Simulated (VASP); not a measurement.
## Ni(111), as cut: electronic structure

Wanted: what it costs to take an electron out of Ni(111), held as cut.

Main program and level: VASP 6.6.1; PBE, spin-polarised from a ferromagnetic start; plane waves and PAW (Ni).

### Step 1. Starting point

The cell holds 7 atoms: 7 Ni. Its edges and angles: a = 2.489 Å, b = 2.489 Å, c = 30.194 Å, α = 90.0°, β = 90.0°, γ = 60.0°. Vacuum lies along c.

As a file:

```xyz
7
Lattice="2.4890 0.0000 0.0000 1.2445 2.1556 0.0000 0.0000 0.0000 30.1936" Properties=species:S:1:pos:R:3
Ni    0.0000    0.0000    9.0000
Ni    1.2445    0.7185   11.0323
Ni    2.4890    1.4370   13.0645
Ni    0.0000    0.0000   15.0968
Ni    1.2445    0.7185   17.1291
Ni    2.4890    1.4370   19.1614
Ni    0.0000    0.0000   21.1936
```

### Step 2. Vacuum level and density of states

A static run writes the electrostatic potential without exchange and correlation (LVHAR), which is flat in the vacuum and gives the level to count from. The dipole correction cancels the field that unlike faces would set up across the vacuum.

INCAR

```
SYSTEM = Ni
PREC = Normal
ENCUT = 300
EDIFF = 1E-06
NELM = 120
ISMEAR = -1
SIGMA = 0.1
LREAL = .FALSE.
ALGO = Fast
GGA = PE
NBANDS = 57
ISPIN = 2
MAGMOM = 1 1 1 1 1 1 1
LMAXMIX = 4
LORBIT = 11
LWAVE = .FALSE.
LCHARG = .TRUE.
IDIPOL = 3
LDIPOL = .TRUE.
DIPOL = 0.5 0.5 0.5
LVHAR = .TRUE.
LVACPOTAV = .TRUE.
LELF = .TRUE.
NEDOS = 1500
```

POSCAR

```
Ni
1.0
    2.4890158698      0.0000000000      0.0000000000
    1.2445079349      2.1555509736      0.0000000000
    0.0000000000      0.0000000000     30.1936376853
Ni
7
Direct
    0.0000000000      0.0000000000      0.2980760415
    0.3333333333      0.3333333333      0.3653840277
    0.6666666667      0.6666666667      0.4326920138
    0.0000000000      0.0000000000      0.5000000000
    0.3333333333      0.3333333333      0.5673079862
    0.6666666667      0.6666666667      0.6346159723
    0.0000000000      0.0000000000      0.7019239585
```

KPOINTS

```
Automatic mesh
0
Gamma
21 21 1
0 0 0
```

KPOINTS_OPT

```
Line mode
14
Line-mode
Reciprocal
  0.00000000   0.00000000   0.00000000 GAMMA
  0.00000000  -0.50000000   0.00000000 M

  0.00000000  -0.50000000   0.00000000 M
  0.33333333  -0.33333333   0.00000000 K

  0.33333333  -0.33333333   0.00000000 K
  0.00000000   0.00000000   0.00000000 GAMMA
```

PAW data sets: Ni (PBE family, release 64).

On the command line:

```sh
> mpirun -np 2 vasp_std
```

The program printed:

```text
[banner, memory and clock lines left out]
running    2 mpi-ranks, on    1 nodes
 distrk:  each k-point on    2 cores,    1 groups
 distr:  one band on    1 cores,    2 groups

 POSCAR found type information on POSCAR Ni
 POSCAR found :  1 types and       7 ions
 LDA part: xc-table for (Slater+PW92), standard interpolation
|                                                                             |
|           W    W    AA    RRRRR   N    N  II  N    N   GGGG   !!!           |
|           W    W   A  A   R    R  NN   N  II  NN   N  G    G  !!!           |
|           W    W  A    A  R    R  N N  N  II  N N  N  G       !!!           |
|           W WW W  AAAAAA  RRRRR   N  N N  II  N  N N  G  GGG   !            |
|           WW  WW  A    A  R   R   N   NN  II  N   NN  G    G                |
|           W    W  A    A  R    R  N    N  II  N    N   GGGG   !!!           |
|                                                                             |
|     The number of bands has been changed from the values supplied in        |
|     The orbitals not found in the WAVECAR file will be initialized with     |
|     random numbers, which is usually adequate. For correlated               |
|     calculations, however, you should redo the groundstate calculation.     |
|     I found NBANDS = 57. Now, NBANDS = 58.                                  |
|                                                                             |

 POSCAR, INCAR and KPOINTS ok, starting setup
 FFT: planning ... GRIDC
 FFT: planning ... GRID_SOFT
 FFT: planning ... GRID
 WAVECAR not read
 entering main loop
       N       E                     dE             d eps       ncg     rms          rms(c)
DAV:   1     0.421564121700E+03    0.42156E+03   -0.22282E+04 11240   0.964E+02
DAV:   2    -0.512592876305E+01   -0.42669E+03   -0.39696E+03 11252   0.253E+02
DAV:   3    -0.433438632504E+02   -0.38218E+02   -0.35674E+02 12288   0.971E+01
DAV:   4    -0.440577136381E+02   -0.71385E+00   -0.71229E+00 12338   0.156E+01
DAV:   5    -0.440748083413E+02   -0.17095E-01   -0.17094E-01 16620   0.153E+00    0.256E+01
RMM:   6    -0.488090058317E+02   -0.47342E+01   -0.49740E+01 13247   0.480E+01    0.365E+01
RMM:   7    -0.591429082106E+02   -0.10334E+02   -0.10778E+01 13442   0.190E+01    0.452E+01
RMM:   8    -0.465804350718E+02    0.12562E+02   -0.43587E+00 12522   0.137E+01    0.381E+01
RMM:   9    -0.382235077540E+02    0.83569E+01   -0.29666E+00 12908   0.112E+01    0.187E+01
RMM:  10    -0.410063994832E+02   -0.27829E+01   -0.39471E+00 13556   0.121E+01    0.299E+01
RMM:  11    -0.407717138904E+02    0.23469E+00   -0.23641E+00 13390   0.101E+01    0.294E+01
RMM:  12    -0.357490415706E+02    0.50227E+01   -0.65362E-01 12769   0.540E+00    0.691E+00
RMM:  13    -0.359760409168E+02   -0.22700E+00   -0.89071E-02 12719   0.153E+00    0.491E+00
RMM:  14    -0.359596366391E+02    0.16404E-01   -0.74017E-02 12697   0.139E+00    0.329E+00
RMM:  15    -0.363520489947E+02   -0.39241E+00   -0.10657E-01 13698   0.149E+00    0.707E+00
RMM:  16    -0.364514381379E+02   -0.99389E-01   -0.69993E-02 13837   0.100E+00    0.429E+00
RMM:  17    -0.365278434128E+02   -0.76405E-01   -0.28246E-02 13609   0.740E-01    0.251E+00
RMM:  18    -0.365187077208E+02    0.91357E-02   -0.35132E-02 14116   0.887E-01    0.191E+00
RMM:  19    -0.365354238852E+02   -0.16716E-01   -0.95905E-03 13622   0.405E-01    0.210E+00
RMM:  20    -0.365863438448E+02   -0.50920E-01   -0.78992E-03 14062   0.357E-01    0.209E+00
RMM:  21    -0.366603029809E+02   -0.73959E-01   -0.11265E-02 14444   0.364E-01    0.205E+00
RMM:  22    -0.367690981383E+02   -0.10880E+00   -0.31571E-02 15641   0.719E-01    0.119E+00
RMM:  23    -0.367943932737E+02   -0.25295E-01   -0.38068E-03 14141   0.328E-01    0.153E+00
RMM:  24    -0.367269485000E+02    0.67445E-01   -0.12707E-02 14892   0.569E-01    0.115E+00
RMM:  25    -0.367607656602E+02   -0.33817E-01   -0.14867E-03 13756   0.198E-01    0.595E-01
RMM:  26    -0.368944457519E+02   -0.13368E+00   -0.12261E-02 15335   0.422E-01    0.805E-01
RMM:  27    -0.369415659751E+02   -0.47120E-01   -0.24248E-03 14340   0.208E-01    0.424E-01
RMM:  28    -0.370239066491E+02   -0.82341E-01   -0.26075E-03 14564   0.201E-01    0.691E-01
RMM:  29    -0.370877837723E+02   -0.63877E-01   -0.75362E-04 14191   0.128E-01    0.629E-01
RMM:  30    -0.372117279014E+02   -0.12394E+00   -0.25594E-03 14938   0.214E-01    0.257E-01
RMM:  31    -0.372410684726E+02   -0.29341E-01   -0.55712E-04 14143   0.127E-01    0.177E-01
RMM:  32    -0.372539063780E+02   -0.12838E-01   -0.23144E-04 13985   0.790E-02    0.147E-01
RMM:  33    -0.372580382201E+02   -0.41318E-02   -0.60103E-05 13812   0.439E-02    0.138E-01
RMM:  34    -0.372603302521E+02   -0.22920E-02   -0.38358E-05 13967   0.349E-02    0.852E-02
RMM:  35    -0.372615791964E+02   -0.12489E-02   -0.15651E-05 13796   0.203E-02    0.498E-02
RMM:  36    -0.372621108873E+02   -0.53169E-03   -0.77169E-06 13295   0.152E-02    0.153E-02
RMM:  37    -0.372621978349E+02   -0.86948E-04   -0.32010E-06 11410   0.897E-03    0.266E-03
RMM:  38    -0.372622134615E+02   -0.15627E-04   -0.87040E-07  9937   0.471E-03    0.517E-03
RMM:  39    -0.372622215773E+02   -0.81158E-05   -0.37102E-07  9762   0.338E-03    0.357E-03
RMM:  40    -0.372622263569E+02   -0.47796E-05   -0.20949E-07  9713   0.254E-03    0.384E-03
RMM:  41    -0.372622295659E+02   -0.32090E-05   -0.12769E-07  9712   0.191E-03    0.195E-03
RMM:  42    -0.372622300995E+02   -0.53354E-06   -0.50134E-08  8773   0.123E-03
|                                                                             |
|           W    W    AA    RRRRR   N    N  II  N    N   GGGG   !!!           |
|           W    W   A  A   R    R  NN   N  II  NN   N  G    G  !!!           |
|           W    W  A    A  R    R  N N  N  II  N N  N  G       !!!           |
|           W WW W  AAAAAA  RRRRR   N  N N  II  N  N N  G  GGG   !            |
|           WW  WW  A    A  R   R   N   NN  II  N   NN  G    G                |
|           W    W  A    A  R    R  N    N  II  N    N   GGGG   !!!           |
|                                                                             |
|     Did not find any points to average over, which means that no vacuum     |
|     field-free region was found. Please increase the size of  your cell     |
|     in the dimension of the dipole correction to obtain accurate            |
|     workfunction values.                                                    |
|                                                                             |

   1 F= -.37262230E+02 E0= -.37059193E+02  d E =-.406074E+00  mag=     4.4260
 Start KPOINTS_OPT (optional k-point list driver)
k-point batch [1-42\42]
       N       E                     dE             ncg
DAV:   1     0.174322442219E+05   -0.54463E+05     9808
DAV:   2     0.398701578625E+03   -0.17034E+05     9858
DAV:   3    -0.106862044050E+04   -0.14673E+04    10680
DAV:   4    -0.109606862456E+04   -0.27448E+02    10790
DAV:   5    -0.109682251882E+04   -0.75389E+00    14408
DAV:   6    -0.109682808025E+04   -0.55614E-02    11340
DAV:   7    -0.109682828686E+04   -0.20661E-03    14460
DAV:   8    -0.109682828870E+04   -0.18434E-05     7240
DAV:   9    -0.109682828895E+04   -0.24928E-06     6654
|                                                                             |
|           W    W    AA    RRRRR   N    N  II  N    N   GGGG   !!!           |
|           W    W   A  A   R    R  NN   N  II  NN   N  G    G  !!!           |
|           W    W  A    A  R    R  N N  N  II  N N  N  G       !!!           |
|           W WW W  AAAAAA  RRRRR   N  N N  II  N  N N  G  GGG   !            |
|           WW  WW  A    A  R   R   N   NN  II  N   NN  G    G                |
|           W    W  A    A  R    R  N    N  II  N    N   GGGG   !!!           |
|                                                                             |
|     Did not find any points to average over, which means that no vacuum     |
|     field-free region was found. Please increase the size of  your cell     |
|     in the dimension of the dipole correction to obtain accurate            |
|     workfunction values.                                                    |
|                                                                             |
```

Elapsed: 9.9 min, on 2 MPI ranks of Intel Xeon Platinum 8488C (Sapphire Rapids), shared host; peak memory 0.68 GiB.

The logs omit lines about the potential files and the build; timing stands in the text.

From OUTCAR (step 2):

```text
ion  position               nearest neighbor table
   1  0.000  0.000  0.298-   2 2.49   2 2.49   2 2.49
   2  0.333  0.333  0.365-   3 2.49   3 2.49   3 2.49   1 2.49   1 2.49   1 2.49
   3  0.667  0.667  0.433-   2 2.49   2 2.49   2 2.49   4 2.49   4 2.49   4 2.49
   4  0.000  0.000  0.500-   3 2.49   5 2.49   3 2.49   5 2.49   3 2.49   5 2.49
   5  0.333  0.333  0.567-   6 2.49   6 2.49   6 2.49   4 2.49   4 2.49   4 2.49
   6  0.667  0.667  0.635-   5 2.49   5 2.49   5 2.49   7 2.49   7 2.49   7 2.49
   7  0.000  0.000  0.702-   6 2.49   6 2.49   6 2.49

  LATTYP: Found a hexagonal cell.
 ALAT       =     2.4890158697
 C/A-ratio  =    12.1307533843

 Subroutine GETGRP returns: Found 12 space group operations
 (whereof 12 operations were pure point group operations)

The static configuration has the point symmetry D_3d.

 Found     48 irreducible k-points:

   k-points           NKPTS =     48   k-points in BZ     NKDIM =     48   number of bands    NBANDS=     58

   dimension x,y,z NGX =    12 NGY =   12 NGZ =  128
   dimension x,y,z NGXF=    24 NGYF=   24 NGZF=  256

   ENCUT  =  300.0 eV  22.05 Ry    4.70 a.u.   3.52  3.52 42.64*2*pi/ulx,y,z

   NELECT =      70.0000    total number of electrons

 k-points in reciprocal lattice and weights: Automatic mesh
   0.00000000  0.00000000  0.00000000       0.002
   0.04761905  0.00000000  0.00000000       0.014
   0.09523810  0.00000000  0.00000000       0.014
   0.14285714 -0.00000000  0.00000000       0.014
   0.19047619  0.00000000  0.00000000       0.014
   0.23809524  0.00000000  0.00000000       0.014
   0.28571429 -0.00000000  0.00000000       0.014
   0.33333333 -0.00000000  0.00000000       0.014
   0.38095238  0.00000000  0.00000000       0.014
[...]
-0.38095238  0.28571429  0.00000000       0.027
  -0.33333333  0.33333333  0.00000000       0.005

 dipolmoment           0.000000      0.000000      0.000000 electrons x Angstroem

 average (electrostatic) potential at core
       1 -89.3682       2 -89.6094       3 -89.5984       4 -89.5839       5 -89.5984
       6 -89.6094       7 -89.3682

 E-fermi :   1.7733

 spin component 1
 k-point     1 :       0.0000    0.0000    0.0000
  band No.  band energies     occupation
    ...
     38       1.1007      0.99880
     39       1.1007      0.99880
     40       1.1745      0.99750
     41       1.1745      0.99750
     42       1.5669      0.88738
     43       1.9076      0.20705
     44       6.3804      0.00000
     45       6.5865      0.00000
     46       7.1381      0.00000
     47       8.0942      0.00000
    ...

 k-point     2 :       0.0476    0.0000    0.0000
  band No.  band energies     occupation
    ...
     37       0.9144      0.99981
     38       0.9480      0.99974
     39       1.1017      0.99879
     40       1.1768      0.99744
     41       1.1938      0.99696
     42       1.8863      0.24405
     43       2.2576      0.00782
     44       6.4505      0.00000
     45       6.6590      0.00000
     46       7.2021      0.00000
    ...

 k-point     3 :       0.0952    0.0000    0.0000
  band No.  band energies     occupation
    ...
     37       0.9506      0.99973
     38       1.0198      0.99947
     39       1.1043      0.99876
     40       1.1830      0.99727
     41       1.5709      0.88332
     42       2.4216      0.00153
     43       2.9064      0.00001
     44       6.6596      0.00000
     45       6.8764      0.00000
     46       7.3920      0.00000
    ...

 k-point     4 :       0.1429   -0.0000    0.0000
  band No.  band energies     occupation
    ...
     36       0.7920      0.99995
     37       0.9529      0.99973
     38       1.1079      0.99871
     39       1.1922      0.99701
     40       1.2710      0.99346
     41       2.0123      0.08393
     42       3.0278      0.00000
     43       3.6663      0.00000
     44       7.0030      0.00000
     45       7.2385      0.00000
    ...

 k-point     5 :       0.1905    0.0000    0.0000
  band No.  band energies     occupation
    ...
     36       0.9330      0.99978
     37       0.9542      0.99972
     38       1.1115      0.99867
     39       1.2030      0.99667
     40       1.5621      0.89206
     41       2.4919      0.00076
     42       3.6861      0.00000
     43       4.5060      0.00000
     44       7.4704      0.00000
     45       7.7447      0.00000
    ...

 k-point     6 :       0.2381    0.0000    0.0000
  band No.  band energies     occupation
    ...
     35       0.7959      0.99994
     36       0.9566      0.99972
     37       1.1011      0.99880
     38       1.1145      0.99862
     39       1.2137      0.99630
     40       1.8908      0.23594
     41       3.0135      0.00000
     42       4.3903      0.00000
     43       5.4142      0.00000
     44       8.0422      0.00000
    ...

  Total       -1.8493843     -1.8493843     -0.7805688      0.0000000      0.0000000      0.0000000
  in kB      -18.2909532    -18.2909532     -7.7200542      0.0000000      0.0000000      0.0000000
  external PRESSURE =     -14.7673202 kB  Pullay stress =       0.0000000 kB

  energy-cutoff  :      300.00
  volume of cell :      161.99
      direct lattice vectors                 reciprocal lattice vectors
     2.489015870  0.000000000  0.000000000     0.401765217 -0.231959256  0.000000000
     1.244507935  2.155550974  0.000000000     0.000000000  0.463918512  0.000000000
     0.000000000  0.000000000 30.193637685     0.000000000  0.000000000  0.033119560

 POSITION                                       TOTAL-FORCE (eV/Angst)
 -----------------------------------------------------------------------------------
      0.00000      0.00000      9.00000         0.000000      0.000000      0.134055
      1.24451      0.71852     11.03227         0.000000     -0.000000     -0.123728
      2.48902      1.43703     13.06455        -0.000000     -0.000000     -0.021080
      0.00000      0.00000     15.09682         0.000000     -0.000000      0.000000
      1.24451      0.71852     17.12909        -0.000000      0.000000      0.021080
      2.48902      1.43703     19.16136        -0.000000     -0.000000      0.123728
      0.00000      0.00000     21.19364        -0.000000      0.000000     -0.134055
 -----------------------------------------------------------------------------------
    total drift:                                0.000000      0.000000      0.000000

  FREE ENERGIE OF THE ION-ELECTRON SYSTEM (eV)
  ---------------------------------------------------
  free  energy   TOTEN  =       -37.2622300995 eV

  energy  without entropy=      -36.8561564307  energy(sigma->0) =      -37.05919327

 total charge
# of ion       s       p       d       tot
------------------------------------------
    1        0.488   0.380   8.291   9.159
    2        0.492   0.493   8.302   9.287
    3        0.497   0.495   8.303   9.295
    4        0.497   0.496   8.303   9.296
    5        0.497   0.495   8.303   9.295
    6        0.492   0.493   8.302   9.287
    7        0.488   0.380   8.291   9.159
--------------------------------------------------
tot          3.453   3.232  58.094  64.779

 magnetization (x)
# of ion       s       p       d       tot
------------------------------------------
    1       -0.005  -0.024   0.700   0.671
    2       -0.007  -0.025   0.696   0.664
    3       -0.006  -0.024   0.653   0.623
    4       -0.007  -0.024   0.647   0.616
    5       -0.006  -0.024   0.653   0.623
    6       -0.007  -0.025   0.696   0.664
    7       -0.005  -0.024   0.700   0.671
--------------------------------------------------
tot         -0.043  -0.170   4.745   4.532

[... 6 further parts left out ...]
```

The magnetic state follows from one typed start and may not be the lowest. With spin, VASP writes an ELF for each channel. LASPH is off, so gradient terms of the non-spherical density inside the spheres are left out; for open d or f shells this can shift gaps and moments.

This step gave:

- electronic cycles: 42
- electrons: 70
- free energy (TOTEN): -37.26 eV
- energy at zero smearing: -37.06 eV
- Fermi energy: 1.773 eV
- moment of the cell, from the last line of the log: 4.426 μB
- labelled metallic, from the levels on this mesh: yes
- DOS at the Fermi level: 12.50 states/eV/cell
- dipole moment: 0, 0, 0 e·Å
- work functions of the upper and lower face: 5.063, 5.063 eV

Spin moment in the PAW sphere by atom:

```tsv
atom	spin moment in the PAW sphere (μB)
Ni1	0.671
Ni2	0.664
Ni3	0.623
Ni4	0.616
Ni5	0.623
Ni6	0.664
Ni7	0.671
```

Spin up. The electronic bands at the labelled points (eV, zero at the Fermi level; # counts the bands kept):

```tsv
point	#32	#33	#34	#35	#36	#37	#38	#39
Γ	-1.22	-1.22	-1.05	-1.05	-0.83	-0.83	-0.67	-0.67
0.46 of the way	-1.24	-1.17	-1.11	-0.98	-0.82	-0.70	-0.66	-0.56
M	-0.51	-0.47	-0.40	-0.39	0.25	1.09	1.79	2.25
0.54 of the way	-0.69	-0.67	-0.57	-0.55	2.29	2.63	2.98	3.32
K	-0.81	-0.70	-0.70	-0.69	4.78	4.80	4.80	4.88
0.46 of the way	-0.79	-0.79	-0.77	-0.66	-0.57	-0.56	-0.51	-0.01
Γ	-1.22	-1.22	-1.05	-1.05	-0.83	-0.83	-0.67	-0.67
```

The density of states has structure finer than the step of the table below, so its rows give means over 1 eV, whole bins alone (the curve runs from -10.3 to 7.98 eV). Peaks (eV: height): total up -2.2: 11.6, -0.7: 12.7; total down -1.5: 11.1, 0.1: 11.5; Ni s up -4.5: 0.529, 0.8: 0.127, 6.7: 0.306; Ni s down -4.2: 0.502, -1.7: 0.116, 1.3: 0.106, 6.9: 0.326; Ni p up -2.4: 0.439, 2.7: 0.393, 3.3: 0.395, 7.6: 0.359.

The density of states by energy, zero at the Fermi level; means over each step; 7 of 8 lines; values in states/eV/cell:

```tsv
energy (eV)	total up	total down	Ni s up	Ni s down	Ni p up	Ni p down	Ni d up
-9	0.0353	0.0392	0.0247	0.0274	7.8e-4	9.2e-4	0
-8	0.202	0.206	0.133	0.135	0.0131	0.0138	0.00125
-7	0.363	0.359	0.211	0.210	0.0420	0.0424	0.0121
-6	0.578	0.542	0.279	0.268	0.0883	0.0865	0.0634
-5	1.51	0.955	0.415	0.345	0.171	0.153	0.640
-4	5.02	2.88	0.373	0.441	0.288	0.253	3.81
-3	6.84	5.37	0.0722	0.148	0.367	0.328	5.89
-2	10.00	8.30	0.0926	0.0862	0.353	0.459	9.02
-1	10.9	9.08	0.0623	0.0639	0.151	0.289	10.3
0	2.39	9.16	0.0932	0.0539	0.148	0.131	2.01
1	1.07	1.55	0.111	0.0893	0.243	0.188	0.530
2	1.000	1.14	0.0999	0.0960	0.307	0.274	0.377
3	0.963	1.01	0.0823	0.0776	0.354	0.323	0.296
4	0.764	0.848	0.0542	0.0560	0.297	0.304	0.215
5	0.774	0.830	0.0367	0.0376	0.244	0.253	0.160
6	1.05	0.884	0.171	0.0963	0.172	0.155	0.229
7	1.64	1.65	0.277	0.298	0.284	0.252	0.333
```

The planar average of the electrostatic potential oscillates, so the rows of the table below give means over windows of 2 Å about each position, cut where the curve ends. Its maxima inside the range that stand out by 2 % of the span (Å: eV): 10.0: -0.101, 12.0: -0.187, 14.0: -0.230, 16.2: -0.230, 18.2: -0.187, 20.2: -0.101. Its minima: 9.0: -20.6, 11.1: -20.6, 13.1: -20.7, 15.1: -20.8, 17.1: -20.7, 19.1: -20.6, 21.2: -20.6.

Zero at the Fermi level. The planar average of the electrostatic potential by height; means over each step:

```tsv
height (Å)	planar average of the electrostatic potential (eV)
1.00	5.06
3.00	5.06
5.00	5.06
7.00	4.40
9.00	-9.20
11.00	-9.51
13.00	-9.50
15.00	-9.49
17.00	-9.49
19.00	-9.51
21.00	-9.31
23.00	3.96
25.00	5.06
27.00	5.06
29.00	5.06
```

(Continued in part 2 of 2.)

[Lines on the potential files, build, host, timing and source positions are cut from VASP's logs without a mark.]

[Logs are printed without paths, hosts, clocks, repeated set-up lines and the standing remarks that a program may print on its own settings, such as how far it seeks lower states.]

[Hosts, paths, dates, database ids (printed as entryN), source tags and the programs' standing remarks are cut or masked in the printed files.]

[In band tables of VASP the shares of atoms and orbitals are scaled to a sum of 1 inside the atoms' spheres.]

[Runs that stopped without an error message from VASP are left out.]
